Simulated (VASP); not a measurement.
# Si2P (P-3m1) in VASP: further runs

Runs on Si2P. Level: PBE. Tasks: relaxation of cell and atoms.

Everything below comes from runs of VASP 6.6.1. Logs are shortened: lines on timing, memory, paths and dates and some standing lists are left out, and cuts for length are marked.

## (1) The crystal as given

Symmetry: P-3m1, No. 164, trigonal system. Conventional cell: a = 3.907 Å, b = 3.907 Å, c = 4.383 Å, α = 90.00°, β = 90.00°, γ = 120.00°. Around Si (site symmetry 3m) lie 3 P at 2.53 Å. P (site symmetry -3m) is surrounded by 6 Si at 2.53 Å.

The cell was built by a generator and needn't be a form met in nature.

## (2) Relaxation of cell and atoms, PBE

INCAR

```
SYSTEM = Si2P
  PREC = Normal
  ENCUT = 520
  EDIFF = 1E-4
  ISMEAR = 0
  SIGMA = 0.15
  LREAL = .False.
  LASPH = .True.
  NELM = 60
  ALGO = Fast
  ISIF = 3
  LWAVE = .False.
  LCHARG = .False.
  GGA = PE
  IBRION = 2
  NSW = 24
  EDIFFG = -0.08
```

KPOINTS

```
regular mesh
0
Gamma
  6 6 5
  0 0 0
```

POSCAR

```
Si2P
1.0
    3.9071467100      0.0000000000      0.0000000000
   -1.9535733600      3.3836883100      0.0000000000
    0.0000000000      0.0000000000      4.3832687800
Si P
2 1
Direct
    0.3333333300      0.6666666700      0.7395727200
    0.6666666700      0.3333333300      0.2604272800
    0.0000000000      0.0000000000      0.0000000000
```

Potentials or basis: VASP PAW PBE potentials, release 64 (Si, P).

Started as:

```
> cat potpaw_PBE.64/Si/POTCAR potpaw_PBE.64/P/POTCAR > POTCAR
> mpirun -np 1 vasp_std > vasp.out
```

OUTCAR:

```text
SYSTEM = Si2P
   PREC = Normal
   ENCUT = 520
   EDIFF = 1E-4
   ISMEAR = 0
   LREAL = .False.
   LASPH = .True.
   NELM = 60
   ISIF = 3
   GGA = PE
   IBRION = 2
   NSW = 24
   EDIFFG = -0.08

 ion  position               nearest neighbor table
   1  0.333  0.667  0.740-   3 2.53   3 2.53   3 2.53   2 3.08   2 3.08   2 3.08
   2  0.667  0.333  0.260-   3 2.53   3 2.53   3 2.53   1 3.08   1 3.08   1 3.08
   3  0.000  0.000  0.000-   1 2.53   2 2.53   2 2.53   1 2.53   2 2.53   1 2.53

  LATTYP: Found a hexagonal cell.
 ALAT       =     3.9071467100
 C/A-ratio  =     1.1218592762

  Lattice vectors:

 A1 = (   3.9071467100,   0.0000000000,   0.0000000000)
 A2 = (  -1.9535733600,   3.3836883100,   0.0000000000)
 A3 = (   0.0000000000,   0.0000000000,   4.3832687800)

Analysis of symmetry for initial positions (statically):
=====================================================================
 Subroutine PRICEL returns:
 Original cell was already a primitive cell.

 Routine SETGRP: Setting up the symmetry group for a
 hexagonal supercell.

 Subroutine GETGRP returns: Found 12 space group operations
 (whereof 12 operations were pure point group operations)
 out of a pool of 24 trial point group operations.

The static configuration has the point symmetry D_3d.

Analysis of symmetry for dynamics (positions and initial velocities):
=====================================================================
 Subroutine PRICEL returns:
 Original cell was already a primitive cell.

 Routine SETGRP: Setting up the symmetry group for a
 hexagonal supercell.

 Subroutine GETGRP returns: Found 12 space group operations
 (whereof 12 operations were pure point group operations)
 out of a pool of 24 trial point group operations.

The dynamic configuration has the point symmetry D_3d.

 Subroutine INISYM returns: Found 12 space group operations
 (whereof 12 operations are pure point group operations),
 and found     1 'primitive' translations

----------------------------------------------------------------------------------------

                                     Primitive cell

  volume of cell :      57.9493

  direct lattice vectors                    reciprocal lattice vectors
     3.907146710  0.000000000  0.000000000     0.255941247  0.147767748  0.000000000
    -1.953573360  3.383688310  0.000000000     0.000000000  0.295535495  0.000000000
     0.000000000  0.000000000  4.383268780     0.000000000  0.000000000  0.228140242

  length of vectors
     3.907146710  3.907146715  4.383268780     0.295535495  0.295535495  0.228140242

  position of ions in fractional coordinates (direct lattice)
     0.333333330  0.666666670  0.739572720
     0.666666670  0.333333330  0.260427280
[... 72 lines left out ...]
   ICHARG =      2    charge: 1-file 2-atom 10-const
   ISPIN  =      1    spin polarized calculation?
   LNONCOLLINEAR =      F non collinear calculations
   LSORBIT =      F    spin-orbit coupling
   LASPH  =      T    aspherical Exc in radial PAW
   ENCUT  =  520.0 eV  38.22 Ry    6.18 a.u.   7.26  7.26  8.15*2*pi/ulx,y,z
   NELM   =     60;   NELMIN=  2; NELMDL= -5     # of ELM steps
   EDIFF  = 0.1E-03   stopping-criterion for ELM
   LREAL  =      F    real-space projection
   EDIFFG = -.8E-01   stopping-criterion for IOM
   NSW    =     24    number of steps for IOM
   IBRION =      2    ionic relax: 0-MD 1-quasi-New 2-CG
   NFREE  =      1    steps in history (QN), initial steepest desc. (CG)
   ISIF   =      3    stress and relaxation
   ISYM   =      2    0-nonsym 1-usesym 2-fastsym
   POTIM  = 0.5000    time-step for ionic-motion
   TEBEG  =    0.0;   TEEND  =   0.0 temperature during run
   PSTRESS=    0.0 pullay stress
   NELECT =      13.0000    total number of electrons
   NUPDOWN=      -1.0000    fix difference up-down
   EMIN   =  10.00;   EMAX   =-10.00  energy-range for DOS
   EFERMI =   0.00;   METHOD = LEGACY
   ISMEAR =     0;   SIGMA  =   0.15  broadening in eV -4-tet -1-fermi 0-gaus
   EFERMI_NEDOS =   21; number of points for ismear=-14 and -15
   IALGO  =     68    algorithm
   IMIX   =      4    mixing-type and parameters
     AMIX     =   0.40;   BMIX     =  1.00
     AMIX_MAG =   1.60;   BMIX_MAG =  1.00
  volume/ion in A,a.u.               =      19.32       130.35
  Fermi-wavevector in a.u.,A,eV,Ry     =   0.994733  1.879773 13.462882  0.989494
  Thomas-Fermi vector in A             =   2.126705
   LORBIT       =      0    0 simple, 1 ext, 2 COOP (PROOUT), +10 PAW based schemes
   GGA     = PE    functional components
   LHFCALC =     F    Hartree Fock is set to
   AEXX    =    0.0000 exact exchange contribution
   IVDW    =     0    specifies the selected vdW correction
   LEPSILON=     F    determine dielectric tensor
   LRPA    =     F    only Hartree local field effects (RPA)
 conjugate gradient relaxation of ions
 non-spin polarized calculation
 RMM-DIIS sequential band-by-band and
 Gauss-broadening in eV      SIGMA  =   0.15
  energy-cutoff  :      520.00
  volume of cell :       57.95
 maximum number of plane-waves:      1576
   NGX = 15   NGY = 15   NGZ = 17

--------------------------------------- Ionic step        1  -------------------------------------------

 number of electron      12.9999996 magnetization

 Free energy of the ion-electron system (eV)
  ---------------------------------------------------
  ext. energy  EPLUGINS =         0.00000000
  ---------------------------------------------------
  free energy    TOTEN  =       -14.64907820 eV

  energy without entropy =      -14.61136231  energy(sigma->0) =      -14.63022025

 E-fermi :   6.6468     XC(G=0):  -9.9191

 val. band max:        6.6358568144   @ k =   0.3333  -0.0000   0.4000
 cond. band min:       6.6478644156   @ k =   0.1667   0.1667   0.0000
 fundamental gap:      0.0120076012
 Fermi energy:         6.6468210735

 k-point     1 :       0.0000    0.0000    0.0000
  band No.  band energies     occupation
      1      -7.0918      2.00000
      2       0.5369      2.00000
      3       1.1198      2.00000
      4       3.7943      2.00000
      5       3.7943      2.00000
      6       6.0198      2.00000
      7       6.0674      2.00000
      8       6.0674      2.00000
      9       7.9680      0.00000
     10      12.2516      0.00000
[... 483 lines left out ...]
--------------------------------------- Ionic step        6  -------------------------------------------

 number of electron      12.9999994 magnetization

 Free energy of the ion-electron system (eV)
  ---------------------------------------------------
  ext. energy  EPLUGINS =         0.00000000
  ---------------------------------------------------
  free energy    TOTEN  =       -15.72045841 eV

  energy without entropy =      -15.70939357  energy(sigma->0) =      -15.71492599

 E-fermi :   8.7757     XC(G=0): -10.8413

 val. band max:        8.7422457322   @ k =   0.1667  -0.0000   0.2000
 cond. band min:       8.8330901192   @ k =   0.1667   0.1667   0.0000
 fundamental gap:      0.0908443871
 Fermi energy:         8.7757203153

 k-point     1 :       0.0000    0.0000    0.0000
  band No.  band energies     occupation
      1      -5.8071      2.00000
      2       1.2109      2.00000
      3       1.6460      2.00000
      4       7.5421      2.00000
      5       7.5421      2.00000
      6       9.4228      0.00000
      7       9.4228      0.00000
      8      11.1419      0.00000
      9      12.8395      0.00000
     10      15.7334      0.00000
[... 329 lines left out ...]
  FREE ENERGIE OF THE ION-ELECTRON SYSTEM (eV)
  ---------------------------------------------------
  free  energy   TOTEN  =       -15.7204584074 eV

  energy  without entropy=      -15.7093935669  energy(sigma->0) =      -15.71492599

 reached required accuracy - stopping structural energy minimisation
```

OSZICAR:

```text
N       E                     dE             d eps       ncg     rms          rms(c)
DAV:   1     0.219436839599E+02    0.21944E+02   -0.48224E+03   540   0.993E+02
DAV:   2    -0.130332403641E+02   -0.34977E+02   -0.33684E+02   774   0.134E+02
DAV:   3    -0.146865498946E+02   -0.16533E+01   -0.16002E+01   750   0.263E+01
[... 40 lines left out ...]
RMM:   2    -0.157394981445E+02    0.51916E-01   -0.11538E-01   540   0.250E+00    0.112E+00
RMM:   3    -0.157225026349E+02    0.16996E-01   -0.38542E-02   540   0.142E+00    0.256E-01
RMM:   4    -0.157205792702E+02    0.19234E-02   -0.39534E-03   541   0.583E-01    0.119E-01
RMM:   5    -0.157204488229E+02    0.13045E-03   -0.61921E-04   524   0.219E-01    0.618E-02
RMM:   6    -0.157204584074E+02   -0.95845E-05   -0.12165E-04   361   0.934E-02
   6 F= -.15720458E+02 E0= -.15714926E+02  d E =-.166359E+00
```

It took 12 s on 1 thread of AMD EPYC 9R45 (Zen 5), shared host; peak memory 0.12 GiB.

What came out:

```yaml
Free_energy: -15.7205 eV
Relaxed_volume: 15.57 Å³/atom
Relaxed_cell: a = 3.487 Å, b = 3.487 Å, c = 4.435 Å, α = 90.00°, β = 90.00°, γ = 120.00°
Space_group_after_relaxing_to_0.05_Å: P-3m1 (No. 164)
Energy_gained_by_relaxing: 357.1 meV/atom
Ionic_steps: 6
Pressure_after_relaxing: 0.3 GPa
Largest_force_after_relaxing: 0.066 eV/Å
Band_gap_on_the_k_mesh: none (metal or under the smearing width)
```

Forces on the atoms (eV/Å):
```
Si   0.000  0.000 -0.066
Si   0.000  0.000  0.066
P    0.000  0.000  0.000
```

Stress tensor (GPa, compression positive):
```
0.29 0.00 0.00
0.00 0.29 0.00
0.00 0.00 0.19
```

Step by step:
```tsv
step	energy change (eV)	largest force (eV/Å)	pressure (GPa)	volume (Å³)
1	0.0000	1.0361	-8.79	57.95
2	-0.4732	1.9949	-0.25	49.49
3	-0.5192	2.2558	6.24	46.29
4	-0.8000	1.5879	8.78	44.49
5	-0.9050	0.7470	11.94	42.87
6	-1.0714	0.0663	0.26	46.70
```

Final structure:
```
Si P
1.0
     3.48696    0.00000    0.00000
    -1.74348    3.01979    0.00000
     0.00000    0.00000    4.43453
Si P
2 1
Direct
  0.33333 0.66667 0.67724
  0.66667 0.33333 0.32276
  0.00000 0.00000 0.00000
```

Caveat: the volume moved by over 15 % at a fixed basis, so the end points are rough; the relaxation stopped at a loose force limit of 0.08 eV/Å, so its end isn't a converged minimum.

## (3) Relaxation of cell and atoms, PBE

This run uses another cell than the first one, of 16.89 Å³/atom, 0.875 times its volume.

INCAR is that of step 2.

KPOINTS

```
regular mesh
0
Gamma
  6 6 6
  0 0 0
```

POSCAR

```
Si2P
1.0
   -2.3568243300      2.3568243300      2.2808610600
    2.3568243300     -2.3568243300      2.2808610600
    2.3568243300      2.3568243300     -2.2808610600
Si P
2 1
Direct
    0.7500000000      0.2500000000      0.5000000000
    0.2500000000      0.7500000000      0.5000000000
    0.0000000000      0.0000000000      0.0000000000
```

Potentials or basis: VASP PAW PBE potentials, release 64 (Si, P).

Started as:

```
> cat potpaw_PBE.64/Si/POTCAR potpaw_PBE.64/P/POTCAR > POTCAR
> mpirun -np 1 vasp_std > vasp.out
```

Run time: 13 s. Hardware: 1 thread of AMD EPYC 9R45 (Zen 5), shared host; peak memory 0.11 GiB.

Results (log left out):

| Item | Value |
| --- | --- |
| Free energy | -14.4299 eV |
| Relaxed volume | 16.53 Å³/atom |
| Relaxed cell | a = 4.018 Å, b = 4.018 Å, c = 4.018 Å, α = 112.28°, β = 112.28°, γ = 103.99° |
| Space group after relaxing (to 0.05 Å) | I4/mmm (No. 139) |
| Energy gained by relaxing | 68.5 meV/atom |
| Ionic steps | 7 |
| Pressure after relaxing | 0.2 GPa |
| Band gap on the k mesh | none (metal or under the smearing width) |

Stress tensor (GPa, compression positive):
```
 0.29  0.00  0.00
 0.00  0.29  0.00
 0.00  0.00 -0.11
```

Step by step:
```tsv
step	energy change (eV)	largest force (eV/Å)	pressure (GPa)	volume (Å³)
1	0.0000	0.0000	3.65	50.68
2	-0.1456	0.0000	-2.67	53.45
3	-0.1461	0.0000	-3.12	53.74
4	-0.1925	0.0000	-2.11	51.69
5	-0.2023	0.0000	-1.20	50.55
6	-0.2030	0.0000	-0.75	50.16
7	-0.2056	0.0000	0.16	49.60
```

Final structure:
```cif
data_structure
_symmetry_space_group_name_H-M 'P 1'
_symmetry_Int_Tables_number 1
_cell_length_a 4.0182
_cell_length_b 4.0182
_cell_length_c 4.0182
_cell_angle_alpha 112.281
_cell_angle_beta 112.281
_cell_angle_gamma 103.986
_cell_volume 49.60
loop_
_atom_site_label
_atom_site_type_symbol
_atom_site_fract_x
_atom_site_fract_y
_atom_site_fract_z
_atom_site_occupancy
Si1 Si 0.75000 0.25000 0.50000 1
Si2 Si 0.25000 0.75000 0.50000 1
P1 P 0.00000 0.00000 0.00000 1
```

Levels at points of the mesh, in eV from the Fermi level:
| k point | band 3 | band 4 | band 5 | band 6 | band 7 | band 8 | band 9 | band 10 |
| --- | --- | --- | --- | --- | --- | --- | --- | --- |
| (0.00, 0.00, 0.00) | -3.62 | -3.62 | -3.34 | -2.19 | -1.51 | -0.76 | -0.76 | 2.62 |
| (0.50, 0.00, 0.00) | -5.62 | -5.08 | -3.75 | -1.57 | 0.57 | 1.20 | 3.15 | 3.87 |
| (0.50, 0.50, 0.00) | -6.06 | -4.76 | -4.58 | -1.91 | 1.71 | 2.25 | 2.58 | 5.75 |
| (0.50, 0.50, 0.50) | -8.11 | -6.75 | -6.75 | -3.82 | 4.26 | 4.26 | 4.55 | 4.96 |

Caveat: the relaxation stopped at a loose force limit of 0.08 eV/Å, so its end isn't a converged minimum.

## (4) Relaxation of cell and atoms, PBE

This run uses another cell than the first one, of 16.70 Å³/atom, 0.865 times its volume.

INCAR is that of step 3.

KPOINTS is that of step 3.

POSCAR

```
Si2P
1.0
    3.9034735900      0.0000000000      0.0000000000
   -1.9517367900      3.3805072900      0.0000000000
    0.0000000000      0.0000000000      3.7977488600
Si P
2 1
Direct
    0.3333333300      0.6666666700      0.5000000000
    0.6666666700      0.3333333300      0.5000000000
    0.0000000000      0.0000000000      0.0000000000
```

Potentials or basis: VASP PAW PBE potentials, release 64 (Si, P).

Started as:

```
> cat potpaw_PBE.64/Si/POTCAR potpaw_PBE.64/P/POTCAR > POTCAR
> mpirun -np 1 vasp_std > vasp.out
```

OUTCAR:

```text
SYSTEM = Si2P
   PREC = Normal
   ENCUT = 520
   EDIFF = 1E-4
   ISMEAR = 0
   LREAL = .False.
   LASPH = .True.
   NELM = 60
   ISIF = 3
   GGA = PE
   IBRION = 2
   NSW = 24
   EDIFFG = -0.08

 ion  position               nearest neighbor table
   1  0.333  0.667  0.500-   2 2.25   2 2.25   2 2.25   3 2.95   3 2.95   3 2.95   3 2.95   3 2.95
                             3 2.95
   2  0.667  0.333  0.500-   1 2.25   1 2.25   1 2.25   3 2.95   3 2.95   3 2.95   3 2.95   3 2.95
                             3 2.95
   3  0.000  0.000  0.000-   1 2.95   2 2.95   1 2.95   2 2.95   1 2.95   1 2.95   2 2.95   2 2.95
                             2 2.95   2 2.95   1 2.95   1 2.95

  LATTYP: Found a hexagonal cell.
 ALAT       =     3.9034735900
 C/A-ratio  =     0.9729152183

  Lattice vectors:

[... 424 lines left out ...]
  band No.  band energies     occupation
      1      -5.5924      2.00000
      2       3.2624      2.00000
      3       5.6915      2.00000
      4       5.6915      2.00000
      5       5.7460      2.00000
      6       5.7460      2.00000
      7       6.4330      2.00000
      8       7.5312      2.00000
      9      10.9398      0.00000
     10      14.2358      0.00000
[... 287 lines left out ...]
 k-point    24 :       0.3333   -0.0000    0.5000
  band No.  band energies     occupation
      1      -1.4849      2.00000
      2      -1.4717      2.00000
      3       2.3340      2.00000
      4       3.5539      2.00000
      5       5.5696      2.00000
      6       6.6132      2.00000
      7       6.9449      2.00000
      8       8.1452      2.00000
      9      13.1929      0.00000
     10      13.4947      0.00000

 [... further k-points ...]

------------------------ aborting loop because EDIFF is reached ----------------------------------------

  FORCE on cell =-STRESS in cart. coord.  units (eV):
  Direction    XX          YY          ZZ          XY          YZ          ZX
  --------------------------------------------------------------------------------------
  -------------------------------------------------------------------------------------
  Total        0.0085920      0.0085920     -0.0432911      0.0000000      0.0000000      0.0000000
  in kB        0.2927258      0.2927258     -1.4749016      0.0000000      0.0000000      0.0000000
  external PRESSURE =      -0.2964834 kB  Pullay stress =       0.0000000 kB
[... 18 lines left out ...]
  FREE ENERGIE OF THE ION-ELECTRON SYSTEM (eV)
  ---------------------------------------------------
  free  energy   TOTEN  =       -14.4391952785 eV

  energy  without entropy=      -14.4275282370  energy(sigma->0) =      -14.43336176

 reached required accuracy - stopping structural energy minimisation
```

CONTCAR:

```text
Si2P
   1.00000000000000
     4.0361424042202554    0.0000000001742489    0.0000000000000000
    -2.0180711967892875    3.4954018531343833   -0.0000000000000000
     0.0000000000000000    0.0000000000000000    3.3333590691955761
  Si              P
     2     1
Direct
     0.3333333300000021    0.6666666699999979    0.5000000000000000
     0.6666666699999979    0.3333333300000021    0.5000000000000000
     0.0000000000000000    0.0000000000000000    0.0000000000000000

  0.00000000E+00  0.00000000E+00  0.00000000E+00
  0.00000000E+00  0.00000000E+00  0.00000000E+00
  0.00000000E+00  0.00000000E+00  0.00000000E+00
```

Run time: 12 s. Hardware: 1 thread of AMD EPYC 9R45 (Zen 5), shared host; peak memory 0.11 GiB.

What came out:

```
Free energy                            : -14.4392 eV
Relaxed volume                         : 15.68 Å³/atom
Relaxed cell                           : a = 4.036 Å, b = 4.036 Å, c = 3.333 Å, α = 90.00°, β = 90.00°, γ = 120.00°
Space group after relaxing (to 0.05 Å) : P6/mmm (No. 191)
Energy gained by relaxing              : 116.2 meV/atom
Ionic steps                            : 7
Pressure after relaxing                : 0.0 GPa
Band gap on the k mesh                 : none (metal or under the smearing width)
```

Stress tensor (GPa, compression positive):
```
 0.03  0.00  0.00
 0.00  0.03  0.00
 0.00  0.00 -0.15
```

The path:
```csv
step,energy change (eV),largest force (eV/Å),pressure (GPa),volume (Å³)
1,0.0000,0.0000,2.28,50.11
2,-0.2073,0.0000,-4.71,51.72
3,-0.2151,0.0000,-5.70,51.99
4,-0.3375,0.0000,-2.40,48.15
5,-0.3388,0.0000,-1.91,47.80
6,-0.3468,0.0000,0.77,46.74
7,-0.3485,0.0000,-0.03,47.03
```

Final structure:
```
CELL_PARAMETERS angstrom
4.03614 0.00000 0.00000
-2.01807 3.49540 0.00000
0.00000 0.00000 3.33336
ATOMIC_POSITIONS crystal
Si 0.33333 0.66667 0.50000
Si 0.66667 0.33333 0.50000
P 0.00000 0.00000 0.00000
```

Levels at points of the mesh, in eV from the Fermi level:
| k point | band 3 | band 4 | band 5 | band 6 | band 7 | band 8 | band 9 | band 10 |
| --- | --- | --- | --- | --- | --- | --- | --- | --- |
| (0.00, 0.00, 0.00) | -2.94 | -2.94 | -2.89 | -2.89 | -2.20 | -1.10 | 2.30 | 5.60 |
| (0.50, 0.00, 0.00) | -5.85 | -5.56 | -0.19 | 1.24 | 1.61 | 1.76 | 2.58 | 5.19 |
| (0.00, 0.00, 0.50) | -1.72 | -1.72 | -0.73 | -0.73 | -0.53 | 0.36 | 1.09 | 1.19 |
| (0.50, 0.00, 0.50) | -8.15 | -6.06 | -3.33 | -2.33 | -1.92 | -0.87 | 6.10 | 6.47 |

Caveat: the relaxation stopped at a loose force limit of 0.08 eV/Å, so its end isn't a converged minimum.

(Part 1 of 2 ends here.)
